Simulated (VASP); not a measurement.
# YB6 under strain, part 3 of 4

How does the pressure of YB6 answer to a change of volume? The bands are shown for each cell. All runs use LDA. Left out of this account: 1 further run (fields: a reference on another mesh). The start is a computed cell from the Materials Project.

VASP 6.6.1; LDA; plane waves and PAW (Y_sv, B).

Still holding for the runs below: This run has no spin polarisation. Its electron count is odd, so without a moment it is a metal by construction.

So far, pressure (GPa): step 2 (bands, cell as listed) -6.07; step 3 (cell volume +4.0 %) -12.1; step 4 (cell volume +8.0 %) -17.2.

### Step 5. Bands, sheared, principal strains -1.6, +0.5, +1.1 %

The cell is sheared at fixed volume, which lowers its symmetry.

File INCAR:

```
SYSTEM = YB6
PREC = Accurate
ENCUT = 420
EDIFF = 1E-06
NELM = 100
ISMEAR = -1
SIGMA = 0.05
LREAL = .FALSE.
ALGO = Normal
GGA = CA
NBANDS = 32
LASPH = .TRUE.
LORBIT = 11
LWAVE = .FALSE.
LCHARG = .FALSE.
KPAR = 8
```

File POSCAR:

```
YB6
1.0
    4.0676620000      0.0281600000      0.0440380000
    0.0281600000      4.0971750000     -0.0162490000
    0.0440380000     -0.0162490000      4.1052990000
Y B
1 6
Direct
    0.0000000000      0.0000000000      0.0000000000
    0.8011341200      0.5000000000      0.5000000000
    0.1988658800      0.5000000000      0.5000000000
    0.5000000000      0.5000000000      0.8011341200
    0.5000000000      0.5000000000      0.1988658800
    0.5000000000      0.1988658800      0.5000000000
    0.5000000000      0.8011341200      0.5000000000
```

File KPOINTS:

```
Automatic mesh
0
Gamma
7 7 7
0 0 0
```

File KPOINTS_OPT:

```
Line mode
12
Line-mode
Reciprocal
  0.00000000   0.00000000   0.50000000 X
  0.00000000   0.00000000   0.00000000 GAMMA

  0.00000000   0.00000000   0.00000000 GAMMA
  0.00000000  -0.50000000   0.00000000 Y

  0.00000000  -0.50000000   0.50000000 L
  0.00000000   0.00000000   0.00000000 GAMMA

  0.00000000   0.00000000   0.00000000 GAMMA
  0.50000000   0.50000000   0.00000000 Z

  0.50000000   0.50000000   0.50000000 N
  0.00000000   0.00000000   0.00000000 GAMMA

  0.00000000   0.00000000   0.00000000 GAMMA
  0.50000000   0.00000000   0.00000000 M

  0.50000000   0.00000000   0.50000000 R
  0.00000000   0.00000000   0.00000000 GAMMA
```

PAW data sets: Y_sv and B (LDA family, release 64).

Started as:

```console
> mpirun -np 8 vasp_std
```

What it wrote:

```text
[... set-up lines as in an earlier step ...]
 entering main loop
       N       E                     dE             d eps       ncg     rms          rms(c)
DAV:   1     0.563761295532E+02    0.56376E+02   -0.11435E+04 11016   0.714E+02
DAV:   2    -0.596374797790E+02   -0.11601E+03   -0.11066E+03 13608   0.187E+02
DAV:   3    -0.638661530689E+02   -0.42287E+01   -0.41908E+01 15704   0.282E+01
DAV:   4    -0.639314471504E+02   -0.65294E-01   -0.65248E-01 13256   0.311E+00
DAV:   5    -0.639326775856E+02   -0.12304E-02   -0.12304E-02 14544   0.402E-01    0.149E+01
DAV:   6    -0.555388653652E+02    0.83938E+01   -0.49849E+00 13400   0.145E+01    0.133E+01
DAV:   7    -0.545789657523E+02    0.95990E+00   -0.28022E+00 14568   0.756E+00    0.118E+01
DAV:   8    -0.550453864601E+02   -0.46642E+00   -0.15658E+00 12376   0.611E+00    0.482E+00
DAV:   9    -0.545472954129E+02    0.49809E+00   -0.66649E-01 12056   0.433E+00    0.467E-01
DAV:  10    -0.545503246508E+02   -0.30292E-02   -0.65766E-02 13872   0.104E+00    0.140E+00
DAV:  11    -0.545489033931E+02    0.14213E-02   -0.11196E-03 12984   0.165E-01    0.822E-01
DAV:  12    -0.545478275503E+02    0.10758E-02   -0.20680E-03 13048   0.227E-01    0.131E-01
DAV:  13    -0.545478251489E+02    0.24014E-05   -0.24744E-04 14184   0.660E-02    0.365E-02
DAV:  14    -0.545478250595E+02    0.89430E-07   -0.34955E-06 14456   0.961E-03
   1 F= -.54547825E+02 E0= -.54541085E+02  d E =-.134801E-01
 Start KPOINTS_OPT (optional k-point list driver)
k-point batch [1-84\84]
       N       E                     dE             ncg
DAV:   1    -0.141551000909E+04   -0.39402E+05     5376
DAV:   2    -0.104742411951E+05   -0.90587E+04     6696
DAV:   3    -0.108137725898E+05   -0.33953E+03     7544
DAV:   4    -0.108197343637E+05   -0.59618E+01     6496
DAV:   5    -0.108198145025E+05   -0.80139E-01     6824
DAV:   6    -0.108198156407E+05   -0.11382E-02     6704
DAV:   7    -0.108198156597E+05   -0.18951E-04     6680
DAV:   8    -0.108198156600E+05   -0.32714E-06     4760
```

Wall time 27 s (8 MPI ranks of Intel Xeon 6975P-C (Granite Rapids), shared host); peak memory 3.6 GiB.

OUTCAR, selected parts (step 5):

```text
   k-points           NKPTS =    172   k-points in BZ     NKDIM =    172   number of bands    NBANDS=     32

   ENCUT  =  420.0 eV  30.87 Ry    5.56 a.u.   6.80  6.85  6.86*2*pi/ulx,y,z

   NELECT =      29.0000    total number of electrons

 E-fermi :   6.5760

 k-point     1 :       0.0000    0.0000    0.0000
  band No.  band energies     occupation
    ...
     10      -0.4701      2.00000
     11      -0.4094      2.00000
     12       4.4996      2.00000
     13       4.5580      2.00000
     14       4.5787      2.00000
     15       7.4447      0.00000
     16       7.4743      0.00000
     17       7.5858      0.00000
     18       7.6889      0.00000
     19       7.7925      0.00000
    ...

  Total       -1.5747095     -2.8801881     -3.2067893     -0.5221702      0.3056772     -0.8012685
  in kB      -36.8820504    -67.4583088    -75.1077961    -12.2300067      7.1594175    -18.7669057
  external PRESSURE =     -59.8160518 kB  Pullay stress =       0.0000000 kB

 POSITION                                       TOTAL-FORCE (eV/Angst)
 -----------------------------------------------------------------------------------
      0.00000      0.00000      0.00000         0.000000      0.000000     -0.000000
      3.29484      2.06302      2.07981        -0.155205     -0.165138     -0.254025
      0.84502      2.04606      2.05328         0.155205      0.165138      0.254025
      2.08319      2.04965      3.30279        -0.254794      0.092337     -0.146685
      2.05667      2.05944      0.83030         0.254794     -0.092337      0.146685
      2.06145      0.82074      2.07144         0.165337      0.156604     -0.092252
      2.07841      3.28834      2.06165        -0.165337     -0.156604      0.092252
 -----------------------------------------------------------------------------------
    total drift:                                0.000000      0.000000      0.000000

  FREE ENERGIE OF THE ION-ELECTRON SYSTEM (eV)
  ---------------------------------------------------
  free  energy   TOTEN  =       -54.5478250595 eV

  energy  without entropy=      -54.5343450025  energy(sigma->0) =      -54.54108503

[... 1 part as in an earlier step ...]

[... 14 further parts left out ...]
```

The path and its labels are those of the sheared lattice, so a letter need not mean the same point as in the unstrained cell.

Numbers from this step:

```
irreducible k-points    : 172
symmetry operations     : 2
free energy (TOTEN)     : -54.5478 eV
energy at zero smearing : -54.5411 eV
Fermi energy            : 6.576 eV
pressure                : -5.982 GPa
```

The electronic bands at the labelled points (eV, zero at the Fermi level; # counts the bands kept, so #1 is VASP's band 6):

```csv
point,#6,#7,#8,#9,#10,#11,#12,#13
X,-3.95,-3.86,-3.47,-2.64,-1.34,1.02,1.29,1.45
0.55 of the way,-5.22,-3.08,-3.02,-1.76,-1.33,1.41,1.63,1.92
Γ,-6.98,-2.08,-2.02,-2.00,0.87,0.90,1.01,1.11
0.55 of the way,-4.74,-3.34,-3.24,-1.70,-1.69,1.38,1.56,1.85
Y,-3.97,-3.85,-3.44,-2.65,-1.36,0.92,1.35,1.43
jump to L,-4.62,-4.57,-3.11,-3.07,1.54,1.60,1.74,2.18
0.45 of the way,-4.74,-4.37,-3.83,-2.84,-0.03,0.16,1.92,2.02
Γ,-6.98,-2.08,-2.02,-2.00,0.87,0.90,1.01,1.11
0.55 of the way,-4.69,-4.28,-3.88,-2.90,-0.02,0.14,1.89,2.04
Z,-4.70,-4.62,-3.07,-2.96,1.44,1.54,1.81,2.26
jump to N,-5.79,-2.69,-2.64,-2.48,2.48,2.71,2.77,3.02
0.55 of the way,-4.63,-4.42,-4.36,-3.57,0.89,1.02,2.11,2.35
Γ,-6.98,-2.08,-2.02,-2.00,0.87,0.90,1.01,1.11
0.45 of the way,-5.09,-3.07,-3.04,-1.83,-1.32,1.34,1.61,1.76
M,-3.96,-3.93,-3.32,-2.67,-1.39,0.98,1.11,1.43
jump to R,-4.70,-4.59,-3.11,-2.95,1.43,1.58,1.78,2.24
0.45 of the way,-4.71,-4.29,-3.85,-2.92,0.00,0.18,1.90,2.02
Γ,-6.98,-2.08,-2.02,-2.00,0.87,0.90,1.01,1.11
```

Of the projections kept (Y, B), the largest for each band there; the rest of the weight can lie on other orbitals:

```csv
point,#6,#7,#8,#9,#10,#11,#12,#13
X,B 0.89,B 0.88,B 0.96,Y 0.67,B 0.97,Y 0.63,Y 0.72,Y 0.92
Γ,B 0.91,B 0.76,B 0.78,B 0.78,B 0.92,Y 0.78,Y 0.78,B 0.92
Y,B 0.90,B 0.88,B 0.96,Y 0.67,B 0.97,Y 0.62,Y 0.82,Y 0.83
L,B 0.77,B 0.77,B 0.99,B 0.99,B 0.67,B 0.67,Y 0.93,Y 0.92
Γ,B 0.91,B 0.76,B 0.78,B 0.78,B 0.92,Y 0.78,Y 0.78,B 0.92
Z,B 0.78,B 0.77,B 0.99,B 0.99,B 0.67,B 0.66,Y 0.93,Y 0.93
```

Force by atom:

```csv
atom,x (eV/Å),y (eV/Å),z (eV/Å),size
Y1,0.000,0.000,0.000,0.000
B2,-0.155,-0.165,-0.254,0.340
B3,0.155,0.165,0.254,0.340
B4,-0.255,0.092,-0.147,0.308
B5,0.255,-0.092,0.147,0.308
B6,0.165,0.157,-0.092,0.246
B7,-0.165,-0.157,0.092,0.246
```

 The pressure is -5.98 GPa, and the symmetry operations fall from 48 to 2.

### Step 6. Bands, volume times 0.96

The cell is compressed evenly, with fractional positions held.

INCAR is that of step 5.

Edit POSCAR of step 5 so:

```diff
@@ -2,5 +2,5 @@
 1.0
-    4.0676620000      0.0281600000      0.0440380000
-    0.0281600000      4.0971750000     -0.0162490000
-    0.0440380000     -0.0162490000      4.1052990000
+    4.0344941680      0.0000000000      0.0000000000
+    0.0000000000      4.0344941680      0.0000000000
+    0.0000000000      0.0000000000      4.0344941680
 Y B
```

KPOINTS is that of step 5.

File KPOINTS_OPT:

```
Line mode
12
Line-mode
Reciprocal
  0.00000000   0.00000000   0.00000000 GAMMA
  0.00000000   0.50000000   0.00000000 X

  0.00000000   0.50000000   0.00000000 X
  0.50000000   0.50000000   0.00000000 M

  0.50000000   0.50000000   0.00000000 M
  0.00000000   0.00000000   0.00000000 GAMMA

  0.00000000   0.00000000   0.00000000 GAMMA
  0.50000000   0.50000000   0.50000000 R

  0.50000000   0.50000000   0.50000000 R
  0.00000000   0.50000000   0.00000000 X

  0.50000000   0.50000000   0.00000000 M
  0.50000000   0.50000000   0.50000000 R
```

Started as:

```console
> mpirun -np 8 vasp_std
```

What it wrote:

```text
[... set-up lines as in an earlier step ...]
 entering main loop
       N       E                     dE             d eps       ncg     rms          rms(c)
DAV:   1     0.586595090325E+02    0.58660E+02   -0.11577E+04  1280   0.719E+02
DAV:   2    -0.601749271833E+02   -0.11883E+03   -0.11325E+03  1592   0.190E+02
DAV:   3    -0.644196777486E+02   -0.42448E+01   -0.42109E+01  1832   0.284E+01
DAV:   4    -0.644789322258E+02   -0.59254E-01   -0.59204E-01  1608   0.298E+00
DAV:   5    -0.644800782384E+02   -0.11460E-02   -0.11460E-02  1656   0.369E-01    0.158E+01
DAV:   6    -0.556419445721E+02    0.88381E+01   -0.52384E+00  1560   0.153E+01    0.141E+01
DAV:   7    -0.546393694128E+02    0.10026E+01   -0.29979E+00  1696   0.790E+00    0.124E+01
DAV:   8    -0.551444825903E+02   -0.50511E+00   -0.16627E+00  1440   0.642E+00    0.548E+00
DAV:   9    -0.546069015135E+02    0.53758E+00   -0.73327E-01  1384   0.462E+00    0.479E-01
DAV:  10    -0.546100249616E+02   -0.31234E-02   -0.68883E-02  1584   0.108E+00    0.145E+00
DAV:  11    -0.546086479497E+02    0.13770E-02   -0.10614E-03  1504   0.163E-01    0.841E-01
DAV:  12    -0.546075240362E+02    0.11239E-02   -0.21946E-03  1488   0.237E-01    0.130E-01
DAV:  13    -0.546075190807E+02    0.49555E-05   -0.25202E-04  1624   0.683E-02    0.360E-02
DAV:  14    -0.546075188916E+02    0.18915E-06   -0.30925E-06  1672   0.907E-03
   1 F= -.54607519E+02 E0= -.54599865E+02  d E =-.153080E-01
 Start KPOINTS_OPT (optional k-point list driver)
k-point batch [1-20\72]
       N       E                     dE             ncg
DAV:   1    -0.131450766075E+04   -0.10152E+05     1280
DAV:   2    -0.347631923692E+04   -0.21618E+04     1592
DAV:   3    -0.355490307907E+04   -0.78584E+02     1752
DAV:   4    -0.355631149059E+04   -0.14084E+01     1576
DAV:   5    -0.355632947608E+04   -0.17985E-01     1560
DAV:   6    -0.355632969360E+04   -0.21753E-03     1600
DAV:   7    -0.355632969663E+04   -0.30305E-05     1536
DAV:   8    -0.355632969668E+04   -0.45762E-07     1136
[...]
k-point batch [61-72\72]
       N       E                     dE             ncg
DAV:   1     0.498974889556E+04   -0.11629E+05      768
DAV:   2     0.362912926677E+04   -0.13606E+04      984
DAV:   3     0.357753600746E+04   -0.51593E+02     1024
DAV:   4     0.357666176568E+04   -0.87424E+00      824
DAV:   5     0.357665158605E+04   -0.10180E-01      968
DAV:   6     0.357665140793E+04   -0.17812E-03      888
DAV:   7     0.357665140539E+04   -0.25418E-05      952
DAV:   8     0.357665140531E+04   -0.79931E-07      584
```

The job ended after 11 s (8 MPI ranks; peak memory 1.4 GiB; 65 s of CPU time).

From OUTCAR (step 6):

```text
   ENCUT  =  420.0 eV  30.87 Ry    5.56 a.u.   6.74  6.74  6.74*2*pi/ulx,y,z

   NELECT =      29.0000    total number of electrons

 E-fermi :   6.9004

 k-point     1 :       0.0000    0.0000    0.0000
  band No.  band energies     occupation
    ...
     10      -0.2171      2.00000
     11      -0.2171      2.00000
     12       4.8075      2.00000
     13       4.8075      2.00000
     14       4.8075      2.00000
     15       7.9104      0.00000
     16       7.9104      0.00000
     17       7.9690      0.00000
     18       7.9690      0.00000
     19       7.9690      0.00000
    ...

  Total        0.5150089      0.5150089      0.5150089      0.0000000     -0.0000000      0.0000000
  in kB       12.5648723     12.5648723     12.5648723      0.0000000     -0.0000000      0.0000000
  external PRESSURE =      12.5648723 kB  Pullay stress =       0.0000000 kB

 POSITION                                       TOTAL-FORCE (eV/Angst)
 -----------------------------------------------------------------------------------
      0.00000      0.00000      0.00000        -0.000000      0.000000     -0.000000
      3.23217      2.01725      2.01725        -0.017459      0.000000     -0.000000
      0.80232      2.01725      2.01725         0.017459      0.000000      0.000000
      2.01725      2.01725      3.23217         0.000000      0.000000     -0.017459
      2.01725      2.01725      0.80232        -0.000000      0.000000      0.017459
      2.01725      0.80232      2.01725        -0.000000      0.017459      0.000000
      2.01725      3.23217      2.01725         0.000000     -0.017459      0.000000
 -----------------------------------------------------------------------------------
    total drift:                                0.000000      0.000000      0.000000

  FREE ENERGIE OF THE ION-ELECTRON SYSTEM (eV)
  ---------------------------------------------------
  free  energy   TOTEN  =       -54.6075188916 eV

  energy  without entropy=      -54.5922108884  energy(sigma->0) =      -54.59986489

[... 4 parts as in an earlier step ...]

[... 12 further parts left out ...]
```

Numbers from this step:

- irreducible k-points: 20
- symmetry operations: 48
- free energy (TOTEN): -54.6075 eV
- energy at zero smearing: -54.5999 eV
- Fermi energy: 6.900 eV
- pressure: 1.256 GPa

The electronic bands at the labelled points (eV, zero at the Fermi level; # counts the bands kept, so #1 is VASP's band 6):

```csv
point,#6,#7,#8,#9,#10,#11,#12,#13
Γ,-7.12,-2.09,-2.09,-2.09,1.01,1.01,1.07,1.07
0.45 of the way,-5.26,-3.14,-3.14,-1.85,-1.40,1.48,1.84,1.84
X,-4.03,-4.03,-3.48,-2.78,-1.41,1.21,1.21,1.49
0.55 of the way,-4.50,-4.43,-3.53,-3.26,-0.77,1.34,2.44,2.77
M,-4.80,-4.80,-3.10,-3.10,1.58,1.58,1.88,2.34
0.55 of the way,-4.90,-4.49,-3.69,-2.49,-0.08,0.03,1.83,2.08
Γ,-7.12,-2.09,-2.09,-2.09,1.01,1.01,1.07,1.07
0.55 of the way,-5.10,-4.11,-4.11,-3.94,1.35,1.35,2.47,2.65
R,-6.06,-2.65,-2.65,-2.65,2.71,2.90,2.90,3.27
0.45 of the way,-5.51,-3.93,-3.92,-2.91,0.91,2.16,2.36,2.60
X,-4.03,-4.03,-3.48,-2.78,-1.41,1.21,1.21,1.49
jump to M,-4.80,-4.80,-3.10,-3.10,1.58,1.58,1.88,2.34
0.55 of the way,-5.63,-4.11,-2.75,-2.75,2.39,2.63,2.75,2.75
R,-6.06,-2.65,-2.65,-2.65,2.71,2.90,2.90,3.27
```

Of the projections kept (Y, B), the largest for each band there; the rest of the weight can lie on other orbitals:

```csv
point,#6,#7,#8,#9,#10,#11,#12,#13
Γ,B 0.90,B 0.77,B 0.77,B 0.77,Y 0.77,Y 0.77,B 0.91,B 0.91
X,B 0.88,B 0.88,B 0.96,Y 0.67,B 0.97,Y 0.62,Y 0.62,Y 1.00
M,B 0.77,B 0.77,B 0.99,B 0.99,B 0.66,B 0.66,Y 0.92,Y 0.92
Γ,B 0.90,B 0.77,B 0.77,B 0.77,Y 0.77,Y 0.77,B 0.91,B 0.91
R,B 0.79,B 0.99,B 0.99,B 0.99,Y 1.00,Y 1.00,Y 1.00,Y 0.87
X,B 0.88,B 0.88,B 0.96,Y 0.67,B 0.97,Y 0.62,Y 0.62,Y 1.00
```

 The pressure is 1.26 GPa.

For the pressure, step 2 gave -6.07 GPa; this run, with cell volume -4.0 %, gives 1.26 GPa.

(Part 3 of 4 ends here.)

[Lines on the potential files, build, host, timing and source positions are cut from VASP's logs without a mark.]

[Logs are printed without paths, hosts, clocks, repeated set-up lines and the standing remarks that a program may print on its own settings, such as how far it seeks lower states.]

[Hosts, paths, dates, database ids (printed as entryN), source tags and the programs' standing remarks are cut or masked in the printed files.]

[A measured line is paired with the nearest computed mode of its activity, which favours agreement.]

[In band tables of VASP the shares of atoms and orbitals are scaled to a sum of 1 inside the atoms' spheres.]
